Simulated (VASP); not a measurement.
```xyz
5
Lattice="4.2775 0.0000 0.0000 0.0000 4.2775 0.0000 0.0000 0.0000 4.2775" Properties=species:S:1:pos:R:3 pbc="T T T"
Ba     0.0000     0.0000     0.0000
Hf     2.1388     2.1388     2.1388
O      2.1388     0.0000     2.1388
O      0.0000     2.1388     2.1388
O      2.1388     2.1388     0.0000
```

All values below come from RPBE GGA, VASP's PBE PAW potentials (set 64) (plane waves; VASP). Run with 520 eV cut-off, 5×5×5 Γ-centred mesh, Gaussian smearing of 0.050 eV, potentials Ba_sv Hf_pv O.

Task: Give the stress tensor in GPa (positive for a compressed cell).

Result: 
```
-4.12   0.00   0.00
 0.00  -4.12   0.00
 0.00   0.00  -4.12
```
The pressure is its mean diagonal, -4.12 GPa.

The compound is BaHfO3 in the cubic perovskite structure. This cell is one point of a volume scan, at 1.03 of the reference volume.
